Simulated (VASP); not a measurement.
A convergence study with VASP on BaTiO$_{3}$ (cubic perovskite): one setting is varied, all else stays as given below, so the limit is that of these other settings.

```
CELL_PARAMETERS angstrom
      4.00000     0.00000     0.00000
      0.00000     4.00000     0.00000
      0.00000     0.00000     4.00000
ATOMIC_POSITIONS crystal
  Ba 0.00000 0.00000 0.00000
  Ti 0.50000 0.50000 0.50000
  O  0.50000 0.00000 0.50000
  O  0.00000 0.50000 0.50000
  O  0.50000 0.50000 0.00000
```

Computed with PBEsol GGA, VASP's PBE PAW potentials (set 64) (plane waves; VASP 6.6.1). The tightest run used: 700 eV cut-off, 14×14×14 Γ-centred mesh, tetrahedra with Blöchl corrections, potentials Ba_sv Ti_sv O.

Unless said otherwise, spin-orbit coupling is left out, though it shifts the bands of the heavy elements here. Gaps are read on the run's mesh, which can miss a band edge.

| setting | E (eV/atom) | pressure (GPa) | gap on the mesh (eV) | irreducible k-points |
|---|---|---|---|---|
| 3×3×3 mesh | -8.3777 | -1.93 | 1.767 | 4 |
| 4×4×4 mesh | -8.3947 | -2.17 | 1.685 | 10 |
| 5×5×5 mesh | -8.3975 | -2.22 | 1.818 | 10 |

### Question
These are the cheaper rows. Estimate the results at 14×14×14 mesh, and how far the last row shown lies from them.

### Answer

| quantity | tightest run | last row shown is off by |
|---|---|---|
| E (eV/atom) | -8.3982 | 0.0007 |
| pressure (GPa) | -2.23 | 0.01 |
| gap on the mesh (eV) | 1.704 | 0.114 |

Left out are rungs that failed or repeat a setting and relaxations that didn't move; long series are thinned to 24 rows.

The compound is BaTiO3 in the cubic perovskite structure, the ideal cubic form; the compound distorts at low or room temperature. The cell was not relaxed at this level.
